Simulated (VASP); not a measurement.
## Bi2S2O with optB86b-vdW: from relaxation to properties

Aim: relax Bi2S2O, then compute properties on the relaxed cell. The steps: relaxing cell and atoms (optB86b-vdW), density, ELF and potential (optB86b-vdW), band structure (optB86b-vdW), density of states (optB86b-vdW), optical spectrum (optB86b-vdW) and bands along the symmetry lines (optB86b-vdW + SOC). Left out of this account: 1 further run (bands with TB-mBJ: it diverged and was aborted). The start is a computed cell from the Materials Project.

Calculated with VASP 6.6.1; optB86b-vdW; plane waves and PAW (Bi_d, S, O), in the first sound run; inputs show where later runs differ.

### Step 1. The structure

Before any relaxation, the start is as follows. The structure is tetragonal, space group P4/nmm (No. 129). Conventional cell: a = 3.954 Å, b = 3.954 Å, c = 14.051 Å, α = 90.00°, β = 90.00°, γ = 90.00°. Nearest to Bi lie 5 S at 2.52 to 2.82 Å. Nearest to Bi lie 4 O at 2.34 Å and 4 S at 3.12 Å. Nearest to S lie 4 Bi at 2.82 Å. Nearest to S lie 5 Bi at 2.52 to 3.12 Å. Nearest to O lie 4 Bi at 2.34 Å. Farther neighbours and most contacts between anions are not listed.

As a file:

```cif
data_structure
_symmetry_space_group_name_H-M 'P 1'
_symmetry_Int_Tables_number 1
_cell_length_a 3.9541
_cell_length_b 3.9541
_cell_length_c 14.0506
_cell_angle_alpha 90.000
_cell_angle_beta 90.000
_cell_angle_gamma 90.000
_cell_volume 219.68
loop_
_atom_site_label
_atom_site_type_symbol
_atom_site_fract_x
_atom_site_fract_y
_atom_site_fract_z
_atom_site_occupancy
Bi1 Bi 0.00000 0.50000 0.86650 1
Bi2 Bi 0.50000 0.00000 0.13350 1
Bi3 Bi 0.50000 0.00000 0.58909 1
Bi4 Bi 0.00000 0.50000 0.41091 1
S5 S 0.50000 0.00000 0.89431 1
S6 S 0.00000 0.50000 0.10569 1
S7 S 0.00000 0.50000 0.68749 1
S8 S 0.50000 0.00000 0.31251 1
O9 O 0.00000 0.00000 0.50000 1
O10 O 0.50000 0.50000 0.50000 1
```

### Step 2. Relaxing cell and atoms (optB86b-vdW)

Properties are meant for the cell that this level of theory prefers, so cell and atoms are relaxed first (ISIF = 3) until forces and stress are small; EDIFFG sets the threshold. optB86b-vdW pairs nonlocal correlation with a less repulsive exchange of B86b form. LUSE_VDW switches on a nonlocal correlation term for dispersion.

File INCAR:

```
SYSTEM = Bi2S2O
PREC = Accurate
ENCUT = 520
EDIFF = 1E-06
NELM = 100
ISMEAR = 0
SIGMA = 0.05
LREAL = .FALSE.
ALGO = Normal
GGA = MK
AGGAC = 0
LUSE_VDW = .TRUE.
PARAM1 = 0.1234
PARAM2 = 1
LASPH = .TRUE.
NBANDS = 59
LORBIT = 11
LWAVE = .FALSE.
LCHARG = .FALSE.
KPAR = 8
IBRION = 2
NSW = 60
ISIF = 3
EDIFFG = -0.01
```

File POSCAR:

```
Bi2S2O
1.0
    3.9541013900      0.0000000000      0.0000000000
    0.0000000000      3.9541013900      0.0000000000
    0.0000000000      0.0000000000     14.0505795800
Bi S O
4 4 2
Direct
    0.0000000000      0.5000000000      0.8664958300
    0.5000000000      0.0000000000      0.1335041700
    0.5000000000      0.0000000000      0.5890931400
    0.0000000000      0.5000000000      0.4109068600
    0.5000000000      0.0000000000      0.8943134100
    0.0000000000      0.5000000000      0.1056865900
    0.0000000000      0.5000000000      0.6874875200
    0.5000000000      0.0000000000      0.3125124800
    0.0000000000      0.0000000000      0.5000000000
    0.5000000000      0.5000000000      0.5000000000
```

File KPOINTS:

```
Automatic mesh
0
Gamma
7 7 2
0 0 0
```

The projector-augmented-wave data sets are Bi_d, S and O (PBE family, release 64).

Started as:

```bash
mpirun -np 8 vasp_std
```

Output:

```text
[banner, memory and clock lines left out]
running    8 mpi-ranks, on    1 nodes
 distrk:  each k-point on    1 cores,    8 groups
 distr:  one band on    1 cores,    1 groups

 POSCAR found type information on POSCAR BiS O
 POSCAR found :  3 types and      10 ions
|                                                                             |
|           W    W    AA    RRRRR   N    N  II  N    N   GGGG   !!!           |
|           W    W   A  A   R    R  NN   N  II  NN   N  G    G  !!!           |
|           W    W  A    A  R    R  N N  N  II  N N  N  G       !!!           |
|           W WW W  AAAAAA  RRRRR   N  N N  II  N  N N  G  GGG   !            |
|           WW  WW  A    A  R   R   N   NN  II  N   NN  G    G                |
|           W    W  A    A  R    R  N    N  II  N    N   GGGG   !!!           |
|                                                                             |
|     For optimal performance we recommend to set                             |
|       NCORE = 2 up to number-of-cores-per-socket                            |
|     NCORE specifies how many cores store one orbital (NPAR=cpu/NCORE).      |
|     This setting can greatly improve the performance of VASP for DFT.       |
|     The default, NCORE=1 might be grossly inefficient on modern             |
|     multi-core architectures or massively parallel machines. Do your        |
|     Unfortunately you need to use the default for GW and RPA                |
|     calculations (for HF NCORE is supported but not extensively tested      |
|     yet).                                                                   |
|                                                                             |

|                                                                             |
|               ----> ADVICE to this user running VASP <----                  |
|                                                                             |
|     You have switched on vdW-DFT.                                           |
|     This routine was written and supplied by Jiri Klimes. We recommend      |
|     that you carefully read and cite the following publications:            |
|       J. Klimes, D.R. Bowler, A. Michelides                                 |
|          J. Phys.: Cond Matt. 22 022201 (2010)                              |
|       J. Klimes, D.R. Bowler, A. Michelides                                 |
|          Phys. Rev. B. 83, 195131 (2011)                                    |
|     and references therein.                                                 |
|                                                                             |

|                                                                             |
|               ----> ADVICE to this user running VASP <----                  |
|                                                                             |
|     You enforced a specific xc type in the INCAR file but a different       |
|     [... a line on the potential file left out ...]
|     I HOPE YOU KNOW WHAT YOU ARE DOING!                                     |
|                                                                             |

 LDA part: xc-table for (Slater+PW92), standard interpolation
 POSCAR, INCAR and KPOINTS ok, starting setup
 FFT: planning ... GRIDC
 FFT: planning ... GRID_SOFT
 FFT: planning ... GRID
 WAVECAR not read
 entering main loop
       N       E                     dE             d eps       ncg     rms          rms(c)
DAV:   1     0.121443696279E+04    0.12144E+04   -0.46038E+04  2384   0.184E+03
DAV:   2     0.178314406116E+03   -0.10361E+04   -0.10009E+04  2400   0.509E+02
DAV:   3    -0.176964802681E+02   -0.19601E+03   -0.18542E+03  2831   0.219E+02
DAV:   4    -0.323387451038E+02   -0.14642E+02   -0.14276E+02  2744   0.584E+01
DAV:   5    -0.330751660542E+02   -0.73642E+00   -0.73266E+00  3149   0.131E+01    0.152E+01
DAV:   6    -0.271430911534E+02    0.59321E+01   -0.21196E+01  3631   0.321E+01    0.795E+00
DAV:   7    -0.271368510087E+02    0.62401E-02   -0.41924E+00  2685   0.860E+00    0.572E+00
DAV:   8    -0.271996298646E+02   -0.62779E-01   -0.13119E+00  3026   0.453E+00    0.217E+00
DAV:   9    -0.271613451835E+02    0.38285E-01   -0.17606E-01  3221   0.247E+00    0.487E-01
DAV:  10    -0.271634324082E+02   -0.20872E-02   -0.46198E-02  2898   0.974E-01    0.160E-01
DAV:  11    -0.271637917150E+02   -0.35931E-03   -0.43580E-03  3357   0.275E-01    0.836E-02
DAV:  12    -0.271639324049E+02   -0.14069E-03   -0.40806E-04  2944   0.887E-02    0.337E-02
DAV:  13    -0.271639569507E+02   -0.24546E-04   -0.47165E-05  2997   0.365E-02    0.145E-02
DAV:  14    -0.271639609524E+02   -0.40017E-05   -0.10842E-05  2488   0.192E-02    0.128E-02
DAV:  15    -0.271639613584E+02   -0.40605E-06   -0.26454E-06  2285   0.876E-03
   1 F= -.27163961E+02 E0= -.27163961E+02  d E =-.271640E+02
 curvature:   0.00 expect dE= 0.000E+00 dE for cont linesearch  0.000E+00
 trial: gam= 0.00000 g(F)=  0.175E-01 g(S)=  0.629E-02 ort = 0.000E+00 (trialstep = 0.100E+01)
 search vector abs. value=  0.238E-01
 bond charge predicted
       N       E                     dE             d eps       ncg     rms          rms(c)
DAV:   1    -0.272303155808E+02   -0.66355E-01   -0.73775E+00  3408   0.154E+01    0.171E+00
DAV:   2    -0.271807382537E+02    0.49577E-01   -0.25372E-01  3170   0.368E+00    0.640E-01
DAV:   3    -0.271712661226E+02    0.94721E-02   -0.44217E-02  3065   0.175E+00    0.187E-01
DAV:   4    -0.271706239464E+02    0.64218E-03   -0.74433E-03  3103   0.556E-01    0.120E-01
DAV:   5    -0.271706701113E+02   -0.46165E-04   -0.93411E-04  3426   0.158E-01    0.737E-02
DAV:   6    -0.271706298210E+02    0.40290E-04   -0.16462E-04  3383   0.789E-02    0.248E-02
DAV:   7    -0.271706211389E+02    0.86821E-05   -0.74260E-05  3256   0.536E-02    0.976E-03
DAV:   8    -0.271706215214E+02   -0.38248E-06   -0.53922E-06  2493   0.124E-02
   2 F= -.27170622E+02 E0= -.27170622E+02  d E =-.666016E-02
[... from here on, the cycles between the ionic steps are left out ...]
   3 F= -.27172172E+02 E0= -.27172172E+02  d E =-.821019E-02
   4 F= -.27176470E+02 E0= -.27176470E+02  d E =-.429834E-02
   5 F= -.27177031E+02 E0= -.27177031E+02  d E =-.485986E-02
   6 F= -.27177424E+02 E0= -.27177424E+02  d E =-.525230E-02
   7 F= -.27178313E+02 E0= -.27178313E+02  d E =-.888762E-03
   8 F= -.27178509E+02 E0= -.27178509E+02  d E =-.108537E-02
   9 F= -.27178645E+02 E0= -.27178645E+02  d E =-.136055E-03
  10 F= -.27178656E+02 E0= -.27178656E+02  d E =-.146706E-03
  11 F= -.27178779E+02 E0= -.27178779E+02  d E =-.123161E-03
  12 F= -.27178864E+02 E0= -.27178864E+02  d E =-.208437E-03
  13 F= -.27178934E+02 E0= -.27178934E+02  d E =-.698120E-04
  14 F= -.27178939E+02 E0= -.27178939E+02  d E =-.745593E-04
  15 F= -.27178941E+02 E0= -.27178941E+02  d E =-.767906E-04
 curvature:  -1.06 expect dE=-0.191E-04 dE for cont linesearch -0.899E-08
 trial: gam= 0.27797 g(F)=  0.161E-04 g(S)=  0.198E-05 ort = 0.133E-05 (trialstep = 0.137E+01)
 search vector abs. value=  0.349E-04
 bond charge predicted
       N       E                     dE             d eps       ncg     rms          rms(c)
DAV:   1    -0.271789000790E+02    0.41800E-04   -0.16594E-02  2759   0.457E-01    0.204E-02
DAV:   2    -0.271789593468E+02   -0.59268E-04   -0.67096E-04  3337   0.135E-01    0.158E-02
DAV:   3    -0.271789554033E+02    0.39434E-05   -0.10013E-05  2674   0.225E-02    0.954E-03
DAV:   4    -0.271789532269E+02    0.21764E-05   -0.51149E-06  2173   0.184E-02    0.298E-03
DAV:   5    -0.271789532440E+02   -0.17120E-07   -0.11951E-06  1345   0.813E-03
  16 F= -.27178953E+02 E0= -.27178953E+02  d E =-.120860E-04
 trial-energy change:   -0.000012  1 .order   -0.000012   -0.000025    0.000001
 step:   1.3090(harm=  1.3090)  dis= 0.00083  next Energy=   -27.178953 (dE=-0.121E-04)
 reached required accuracy - stopping structural energy minimisation
```

The job ended after 19 min (8 MPI ranks of Intel Xeon 6975P-C (Granite Rapids), shared host; peak memory 7.8 GiB).

Lines that name or quote the potential files are left out of all logs, and their timing lines are given in words.

Parts of OUTCAR (step 2):

```text
ion  position               nearest neighbor table
   1  0.000  0.500  0.866-   7 2.52   5 2.82   5 2.82   5 2.82   5 2.82
   2  0.500  0.000  0.134-   8 2.52   6 2.82   6 2.82   6 2.82   6 2.82
   3  0.500  0.000  0.589-   9 2.34  10 2.34  10 2.34   9 2.34   7 3.12   7 3.12   7 3.12   7 3.12
                             4 3.75   4 3.75   4 3.75   4 3.75
   4  0.000  0.500  0.411-   9 2.34  10 2.34   9 2.34  10 2.34   8 3.12   8 3.12   8 3.12   8 3.12
                             3 3.75   3 3.75   3 3.75   3 3.75
   5  0.500  0.000  0.894-   1 2.82   1 2.82   1 2.82   1 2.82
   6  0.000  0.500  0.106-   2 2.82   2 2.82   2 2.82   2 2.82
   7  0.000  0.500  0.687-   1 2.52   3 3.12   3 3.12   3 3.12   3 3.12
   8  0.500  0.000  0.313-   2 2.52   4 3.12   4 3.12   4 3.12   4 3.12
   9  0.000  0.000  0.500-   3 2.34   4 2.34   4 2.34   3 2.34
  10  0.500  0.500  0.500-   3 2.34   4 2.34   3 2.34   4 2.34

  LATTYP: Found a simple tetragonal cell.
 ALAT       =     3.9541013900
 C/A-ratio  =     3.5534191449

 Subroutine GETGRP returns: Found 16 space group operations
 (whereof  8 operations were pure point group operations)

The static configuration has the point symmetry D_2d.
 The point group associated with its full space group is D_4h.

 Found     20 irreducible k-points:

   k-points           NKPTS =     20   k-points in BZ     NKDIM =     20   number of bands    NBANDS=     59

   dimension x,y,z NGX =    30 NGY =   30 NGZ =  108
   dimension x,y,z NGXF=    60 NGYF=   60 NGZF=  216

   ENCUT  =  520.0 eV  38.22 Ry    6.18 a.u.   7.35  7.35 26.12*2*pi/ulx,y,z

   NELECT =      96.0000    total number of electrons

 k-points in reciprocal lattice and weights: Automatic mesh
   0.00000000  0.00000000  0.00000000       0.010
   0.14285714  0.00000000  0.00000000       0.041
   0.28571429  0.00000000  0.00000000       0.041
   0.42857143  0.00000000  0.00000000       0.041
   0.14285714  0.14285714  0.00000000       0.041
   0.28571429  0.14285714  0.00000000       0.082
   0.42857143  0.14285714  0.00000000       0.082
   0.28571429  0.28571429  0.00000000       0.041
   0.42857143  0.28571429  0.00000000       0.082
[...]
0.42857143  0.28571429  0.50000000       0.082
   0.42857143  0.42857143  0.50000000       0.041

 average (electrostatic) potential at core
       1-105.2302       2-105.2302       3-104.8651       4-104.8651       5 -85.2563
       6 -85.2563       7 -84.6441       8 -84.6441       9 -69.0088      10 -69.0088

 E-fermi :   5.7833

 k-point     1 :       0.0000    0.0000    0.0000
  band No.  band energies     occupation
    ...
     44       4.5013      2.00000
     45       4.6196      2.00000
     46       4.7627      2.00000
     47       4.8646      2.00000
     48       4.8646      2.00000
     49       7.1068      0.00000
     50       7.8700      0.00000
     51       9.4777      0.00000
     52       9.6942      0.00000
     53       9.6942      0.00000
    ...

 k-point     2 :       0.1429    0.0000    0.0000
  band No.  band energies     occupation
    ...
     44       4.5719      2.00000
     45       4.5952      2.00000
     46       4.7736      2.00000
     47       4.9056      2.00000
     48       4.9230      2.00000
     49       7.7854      0.00000
     50       8.2427      0.00000
     51       9.0896      0.00000
     52       9.2602      0.00000
     53       9.4284      0.00000
    ...

 k-point     3 :       0.2857    0.0000    0.0000
  band No.  band energies     occupation
    ...
     44       4.6851      2.00000
     45       4.7485      2.00000
     46       4.9816      2.00000
     47       5.0268      2.00000
     48       5.0844      2.00000
     49       7.7997      0.00000
     50       8.0746      0.00000
     51       8.1902      0.00000
     52       8.5163      0.00000
     53       8.5841      0.00000
    ...

Total vdW correction in eV:     15.8903118

  Total       -0.0016286     -0.0016286     -0.0219166      0.0000000      0.0000000      0.0000000
  in kB       -0.0119189     -0.0119189     -0.1603983      0.0000000      0.0000000      0.0000000
  external PRESSURE =      -0.0614120 kB  Pullay stress =       0.0000000 kB

  energy-cutoff  :      520.00
  volume of cell :      218.92
      direct lattice vectors                 reciprocal lattice vectors
     3.964812062  0.000000000  0.000000000     0.252218765 -0.000000000 -0.000000000
    -0.000000000  3.964812062 -0.000000000     0.000000000  0.252218765 -0.000000000
     0.000000000  0.000000000 13.926411179    -0.000000000  0.000000000  0.071806009

 POSITION                                       TOTAL-FORCE (eV/Angst)
 -----------------------------------------------------------------------------------
      3.96481      1.98241     12.09076         0.000000      0.000000      0.000580
      1.98241      0.00000      1.83565        -0.000000     -0.000000     -0.000580
      1.98241      3.96481      8.23135        -0.000000     -0.000000     -0.001899
      3.96481      1.98241      5.69506         0.000000      0.000000      0.001899
      1.98241      0.00000     12.46022         0.000000      0.000000      0.002612
      3.96481      1.98241      1.46619        -0.000000     -0.000000     -0.002612
      3.96481      1.98241      9.56726         0.000000      0.000000      0.000659
      1.98241      0.00000      4.35916        -0.000000     -0.000000     -0.000659
      0.00000      0.00000      6.96321         0.000000     -0.000000      0.000000
      1.98241      1.98241      6.96321         0.000000      0.000000      0.000000
 -----------------------------------------------------------------------------------
    total drift:                                0.000000      0.000000      0.000000

  FREE ENERGIE OF THE ION-ELECTRON SYSTEM (eV)
  ---------------------------------------------------
  free  energy   TOTEN  =       -27.1789532440 eV

  energy  without entropy=      -27.1789532440  energy(sigma->0) =      -27.17895324

Total vdW correction in eV:     15.8903047

 reached required accuracy - stopping structural energy minimisation

 total charge
# of ion       s       p       d       tot
------------------------------------------
    1        1.608   1.056   9.978  12.641
    2        1.608   1.056   9.978  12.641
    3        1.632   0.854  10.006  12.492
    4        1.632   0.854  10.006  12.492
    5        1.358   2.333   0.000   3.691
    6        1.358   2.333   0.000   3.691
    7        1.353   2.351   0.000   3.704
    8        1.353   2.351   0.000   3.704
    9        1.573   3.388   0.000   4.961
   10        1.573   3.388   0.000   4.961
--------------------------------------------------
tot         15.048  19.962  39.968  74.978

[... 3 further parts left out ...]
```

CONTCAR:

```
Bi2S2O
   1.00000000000000
     3.9648120616749765    0.0000000000000000    0.0000000000000000
    -0.0000000000000000    3.9648120616749765   -0.0000000000000000
     0.0000000000000000    0.0000000000000000   13.9264111793572933
  Bi              S               O
     4     4     2
Direct
     1.0000000000000000    0.5000000000000000    0.8681890592458384
     0.5000000000000000    0.0000000000000000    0.1318109407541615
     0.5000000000000000    1.0000000000000000    0.5910601620824109
     1.0000000000000000    0.5000000000000000    0.4089398379175891
     0.5000000000000000    0.0000000000000000    0.8947185853582786
     1.0000000000000000    0.5000000000000000    0.1052814146417214
     1.0000000000000000    0.5000000000000000    0.6869864213264313
     0.5000000000000000    0.0000000000000000    0.3130135786735687
     0.0000000000000000    0.0000000000000000    0.5000000000000000
     0.5000000000000000    0.5000000000000000    0.5000000000000000
```

The gap is read on the k-mesh alone, so it is an upper bound where the band edges lie off the mesh. The PAW data sets were made with PBE, which is usual practice but a small mismatch for other functionals. The run keeps the 16 symmetry operations of its start, so it cannot find a distortion of lower symmetry.

(Part 1 of 5 ends here.)

[Lines on the potential files, build, host, timing and source positions are cut from VASP's logs without a mark.]

[Logs are printed without paths, hosts, clocks, repeated set-up lines and the standing remarks that a program may print on its own settings, such as how far it seeks lower states.]

[Hosts, paths, dates, database ids (printed as entryN), source tags and the programs' standing remarks are cut or masked in the printed files.]

[A measured line is paired with the nearest computed mode of its activity, which favours agreement.]
